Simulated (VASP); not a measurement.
VASP runs on Sr (fcc) share one base input (PBE GGA, plane waves, VASP's PBE PAW potentials (set 64)) and change the settings named in each case.

**INCAR**
```
# general
SYSTEM  = Sr
PREC    = Accurate
ENCUT   = 400
LREAL   = F
LASPH   = T

# electronic loop
EDIFF   = 1E-6
NELM    = 100
ALGO    = Normal
LMAXMIX = 4

# smearing
ISMEAR  = 1
SIGMA   = 0.1

# functional
GGA     = PE

# ions
ISIF    = 2

# output
LWAVE   = F
LCHARG  = F
```

### POSCAR
```
Sr
4.3851930
  0.0000000000   0.7071068480   0.7071068480
  0.7071068480   0.0000000000   0.7071068480
  0.7071068480   0.7071068480   0.0000000000
Sr
1
direct
  0.0000000000   0.0000000000   0.0000000000
```

File KPOINTS:
```
Automatic
0
G
  9 9 9
0 0 0
```

POTCAR, in this order: Sr_sv (PBE.64 set). Program: vasp_std.

| change | E(σ→0) (eV/atom) | pressure (GPa) | −TS (eV) | plane waves |
|---|---|---|---|---|
| base run | -1.6186 | -0.90 | -0.0012 | 1094 |
| ENCUT = 150 | -1.7827 | -6.66 | -0.0022 | 265 |
| ENCUT = 225 | -1.6194 | -1.11 | -0.0012 | 469 |
| ENCUT = 475 | -1.6193 | -0.89 | -0.0012 | 1420 |
| ENCUT = 500 | -1.6195 | -0.89 | -0.0012 | 1530 |
| ENCUT = 550 | -1.6196 | -0.88 | -0.0012 | 1807 |
| ENCUT = 700 | -1.6196 | -0.88 | -0.0012 | 2541 |

Left out are runs that ran out of time, are held back, or changed the cell or the kind of run, fixed moments of cells without a moment, rows past the twelfth, gaps on odd meshes, pressures of charged cells and columns that move by less than the noise.

The compound is Sr in the fcc structure. The cell was not relaxed at this level.
